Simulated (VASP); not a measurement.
# CsW (R-3m) in VASP: equation of state, part 2 of 2

VASP 6.6.1. The steps go on from the part before.

## 6. Equation of state, PBE, 28.18 Å³/atom (volume scaled by 1.04)

Input file INCAR:

```
PREC     = Accurate       # precision mode
ENCUT    = 520            # plane-wave cutoff, eV
EDIFF    = 1E-7           # SCF threshold, eV
ISMEAR   = -1             # smearing method
SIGMA    = 0.05           # smearing width, eV
LREAL    = False          # projectors in reciprocal space
LASPH    = True           # aspherical terms in the spheres
NELM     = 60             # most SCF steps
ALGO     = Normal         # electronic algorithm
ISIF     = 2              # what is computed and relaxed
LWAVE    = False          # write WAVECAR
LCHARG   = False          # write CHGCAR
GGA      = PE             # functional
NBANDS   = 18             # bands
```

Input file KPOINTS:

```
regular mesh
0
Gamma
  10 10 10
```

Input file POSCAR:

```
CsW
1.0
    1.5710252348      0.9070309563      6.5921115294
   -1.5710252348      0.9070309563      6.5921115294
    0.0000000000     -1.8140619125      6.5921115294
Cs W
1 1
Direct
    0.0000000000      0.0000000000      0.0000000000
    0.5000000000      0.5000000000      0.5000000000
```

Potentials or basis: VASP PAW PBE potentials, release 64 (Cs_sv, W_sv).

Started as:

```sh
$ cat potpaw_PBE.64/Cs_sv/POTCAR potpaw_PBE.64/W_sv/POTCAR > POTCAR
$ mpirun -np 1 vasp_std > vasp.out
```

OUTCAR:

```text
PREC = Accurate
   ENCUT = 520
   EDIFF = 1E-7
   ISMEAR = -1
   LREAL = False
   LASPH = True
   NELM = 60
   ISIF = 2
   GGA = PE

 Found    116 irreducible k-points:

 Following reciprocal coordinates:
            Coordinates               Weight
  0.000000  0.000000  0.000000      1.000000
  0.100000  0.000000  0.000000      6.000000
  0.200000  0.000000  0.000000      6.000000
  0.300000  0.000000 -0.000000      6.000000
  0.400000 -0.000000 -0.000000      6.000000
  0.500000  0.000000  0.000000      3.000000
   k-points           NKPTS =    116   k-points in BZ     NKDIM =    116   number of bands    NBANDS=     18
   number of dos      NEDOS =    301   number of ions     NIONS =      2
   total plane-waves  NPLWV = 157464
   dimension x,y,z NGX =    54 NGY =   54 NGZ =   54
   dimension x,y,z NGXF=   108 NGYF=  108 NGZF=  108
   ions per type =               1   1
   NGX,Y,Z   is equivalent  to a cutoff of  13.13, 13.13, 13.13 a.u.
   NGXF,Y,Z  is equivalent  to a cutoff of  26.26, 26.26, 26.26 a.u.
 SYSTEM =  unknown system
   PREC   = accura    normal or accurate (medium, high low for compatibility)
   ISTART =      0    job   : 0-new  1-cont  2-samecut
   ICHARG =      2    charge: 1-file 2-atom 10-const
   ISPIN  =      1    spin polarized calculation?
   LNONCOLLINEAR =      F non collinear calculations
   LSORBIT =      F    spin-orbit coupling
   LASPH  =      T    aspherical Exc in radial PAW
   ENCUT  =  520.0 eV  38.22 Ry    6.18 a.u.  12.71 12.71 12.71*2*pi/ulx,y,z
   NELM   =     60;   NELMIN=  2; NELMDL= -5     # of ELM steps
   EDIFF  = 0.1E-06   stopping-criterion for ELM
   LREAL  =      F    real-space projection
   EDIFFG = 0.1E-05   stopping-criterion for IOM
   NSW    =      0    number of steps for IOM
   IBRION =     -1    ionic relax: 0-MD 1-quasi-New 2-CG
   NFREE  =      0    steps in history (QN), initial steepest desc. (CG)
   ISIF   =      2    stress and relaxation
   ISYM   =      2    0-nonsym 1-usesym 2-fastsym
   POTIM  = 0.5000    time-step for ionic-motion
   TEBEG  =    0.0;   TEEND  =   0.0 temperature during run
   PSTRESS=    0.0 pullay stress
   NELECT =      23.0000    total number of electrons
   NUPDOWN=      -1.0000    fix difference up-down
   EMIN   =  10.00;   EMAX   =-10.00  energy-range for DOS
   EFERMI =   0.00;   METHOD = LEGACY
   ISMEAR =    -1;   SIGMA  =   0.05  broadening in eV -4-tet -1-fermi 0-gaus
   EFERMI_NEDOS =   21; number of points for ismear=-14 and -15
   IALGO  =     38    algorithm
   IMIX   =      4    mixing-type and parameters
     AMIX     =   0.40;   BMIX     =  1.00
     AMIX_MAG =   1.60;   BMIX_MAG =  1.00
  volume/ion in A,a.u.               =      28.18       190.17
  Fermi-wavevector in a.u.,A,eV,Ry     =   1.214294  2.294682 20.061917  1.474509
  Thomas-Fermi vector in A             =   2.349718
   LORBIT       =      0    0 simple, 1 ext, 2 COOP (PROOUT), +10 PAW based schemes
   GGA     = PE    functional components
   LHFCALC =     F    Hartree Fock is set to
   AEXX    =    0.0000 exact exchange contribution
   IVDW    =     0    specifies the selected vdW correction
   LEPSILON=     F    determine dielectric tensor
   LRPA    =     F    only Hartree local field effects (RPA)
 non-spin polarized calculation
  energy-cutoff  :      520.00
  volume of cell :       56.36
 maximum number of plane-waves:      1534
 NGX is ok and might be reduce to    54
   NGX = 25   NGY = 25   NGZ = 25

 number of electron      23.0000001 magnetization

 Free energy of the ion-electron system (eV)
  ---------------------------------------------------
  ext. energy  EPLUGINS =         0.00000000
  ---------------------------------------------------
  free energy    TOTEN  =        -9.00046199 eV

  energy without entropy =       -8.97342845  energy(sigma->0) =       -8.98694522

 E-fermi :   5.4447     XC(G=0): -10.5526

 val. band max:        5.4444224453   @ k =  -0.4000   0.1000   0.0000
 cond. band min:       5.4516297748   @ k =  -0.2000   0.4000   0.1000
 fundamental gap:      0.0072073295
 Fermi energy:         5.4447192980

 k-point     1 :       0.0000    0.0000    0.0000
  band No.  band energies     occupation
      1     -68.5820      2.00000
      2     -32.7290      2.00000
      3     -32.4857      2.00000
      4     -32.4857      2.00000
      5     -19.1033      2.00000
      6      -5.5407      2.00000
[... 10 lines left out ...]
     17      10.5244      0.00000
     18      10.5244      0.00000

 k-point     2 :       0.1000    0.0000    0.0000
  band No.  band energies     occupation
      1     -68.5803      2.00000
      2     -32.7251      2.00000
      3     -32.5159      2.00000
      4     -32.4930      2.00000
      5     -18.9753      2.00000
      6      -5.4193      2.00000
[... 10 lines left out ...]
     17       9.9860      0.00000
     18      11.0938      0.00000

 k-point     3 :       0.2000    0.0000    0.0000
  band No.  band energies     occupation
      1     -68.5759      2.00000
      2     -32.7150      2.00000
      3     -32.5944      2.00000
      4     -32.5122      2.00000
      5     -18.6145      2.00000
      6      -5.0769      2.00000
[... 10 lines left out ...]
     17      11.4285      0.00000
     18      12.4627      0.00000

 k-point     4 :       0.3000    0.0000   -0.0000
  band No.  band energies     occupation
      1     -68.5705      2.00000
      2     -32.7025      2.00000
      3     -32.6901      2.00000
      4     -32.5358      2.00000
      5     -18.1028      2.00000
      6      -6.1813      2.00000
[... 10 lines left out ...]
     17      11.5113      0.00000
     18      13.6682      0.00000

 k-point     5 :       0.4000   -0.0000   -0.0000
  band No.  band energies     occupation
      1     -68.5660      2.00000
      2     -32.7666      2.00000
      3     -32.6924      2.00000
      4     -32.5548      2.00000
      5     -17.6119      2.00000
      6      -7.5586      2.00000
[... 10 lines left out ...]
     17      11.3489      0.00000
     18      13.0436      0.00000

 k-point     6 :       0.5000    0.0000    0.0000
  band No.  band energies     occupation
      1     -68.5644      2.00000
      2     -32.7956      2.00000
      3     -32.6885      2.00000
      4     -32.5620      2.00000
      5     -17.3986      2.00000
      6      -8.0787      2.00000
[... 10 lines left out ...]
     17      11.2953      0.00000
     18      12.3200      0.00000

 [... further k-points ...]

------------------------ aborting loop because EDIFF is reached ----------------------------------------

  FORCE on cell =-STRESS in cart. coord.  units (eV):
  Direction    XX          YY          ZZ          XY          YZ          ZX
  --------------------------------------------------------------------------------------
  -------------------------------------------------------------------------------------
  Total       -0.7954658     -0.7954643     -0.3811306      0.0000000     -0.0000000      0.0000000
  in kB      -22.6126277    -22.6125835    -10.8343630      0.0000000     -0.0000000      0.0000000
  external PRESSURE =     -18.6865247 kB  Pullay stress =       0.0000000 kB

 VOLUME and BASIS-vectors are now :
 -----------------------------------------------------------------------------
  energy-cutoff  :      520.00
  volume of cell :       56.36
      direct lattice vectors                 reciprocal lattice vectors
     1.571025235  0.907030956  6.592111529     0.318263506  0.183749701  0.050565488
    -1.571025235  0.907030956  6.592111529    -0.318263506  0.183749701  0.050565488
     0.000000000 -1.814061912  6.592111529     0.000000000 -0.367499401  0.050565488

 POSITION                                       TOTAL-FORCE (eV/Angst)
 -----------------------------------------------------------------------------------
      0.00000      0.00000      0.00000         0.000000      0.000000     -0.000000
      0.00000      0.00000      9.88817         0.000000     -0.000000      0.000000
 -----------------------------------------------------------------------------------
    total drift:                                0.000000     -0.000000     -0.000000

  FREE ENERGIE OF THE ION-ELECTRON SYSTEM (eV)
  ---------------------------------------------------
  free  energy   TOTEN  =        -9.0004619944 eV

  energy  without entropy=       -8.9734284500  energy(sigma->0) =       -8.98694522
```

Wall time 7.3 min (1 thread of Intel Xeon Platinum 8488C (Sapphire Rapids), shared host); peak memory 0.45 GiB.

Results:

| Item | Value |
| --- | --- |
| Free energy | -9.0005 eV |
| Pressure | -1.9 GPa |
| Band gap on the k mesh | none (metal or under the smearing width) |

## 7. Equation of state, PBE, 28.72 Å³/atom (volume scaled by 1.06)

Input file INCAR:

```
SYSTEM = CsW
PREC     = Accurate       ! precision mode
ENCUT    = 520            ! plane-wave cutoff, eV
EDIFF    = 1E-7           ! SCF threshold, eV
ISMEAR   = -1             ! smearing method
SIGMA    = 0.05           ! smearing width, eV
LREAL    = .FALSE.        ! projectors in reciprocal space
LASPH    = .TRUE.         ! aspherical terms in the spheres
NELM     = 100            ! most SCF steps
ALGO     = Normal         ! electronic algorithm
ISIF     = 2              ! what is computed and relaxed
LWAVE    = .FALSE.        ! write WAVECAR
LCHARG   = .FALSE.        ! write CHGCAR
GGA      = PE             ! functional
NBANDS   = 18             ! bands
```

Input file KPOINTS:

```
Automatic mesh
0
G
  10 10 10
  0 0 0
```

Input file POSCAR:

```
CsW
1.0
    1.5810320347      0.9128083793      6.6341006330
   -1.5810320347      0.9128083793      6.6341006330
    0.0000000000     -1.8256167585      6.6341006330
Cs W
1 1
Direct
    0.0000000000      0.0000000000      0.0000000000
    0.5000000000      0.5000000000      0.5000000000
```

Started as:

```sh
$ cat potpaw_PBE.64/Cs_sv/POTCAR potpaw_PBE.64/W_sv/POTCAR > POTCAR
$ mpirun -np 1 vasp_std > vasp.out
```

It took 7.6 min on 1 thread of Intel Xeon Platinum 8488C (Sapphire Rapids), shared host; peak memory 0.46 GiB.

The run converged. Its results:

```yaml
Free_energy: -8.9844 eV
Pressure: -2.9 GPa
Band_gap_on_the_k_mesh: none (metal or under the smearing width)
```

## 8. Equation of state, PBE

No new run: the results of the series are fitted here.

What came out:

```yaml
Equilibrium_volume: 27.37 Å³/atom
Bulk_modulus_at_fixed_shape_and_positions: 67 GPa
Pressure_derivative_of_the_bulk_modulus: 4.7
```

Energy against volume, from the lowest point:
| volume (Å³/atom) | energy (meV/atom) |
| --- | --- |
| 25.471 | 30.96 |
| 26.013 | 14.89 |
| 26.555 | 4.79 |
| 27.097 | 0.01 |
| 27.639 | 0.00 |
| 28.181 | 4.23 |
| 28.723 | 12.24 |

Caveat: the cell was scaled at fixed shape and fractional positions, which overstates the stiffness of a crystal with free parameters, most of all of layers and chains.
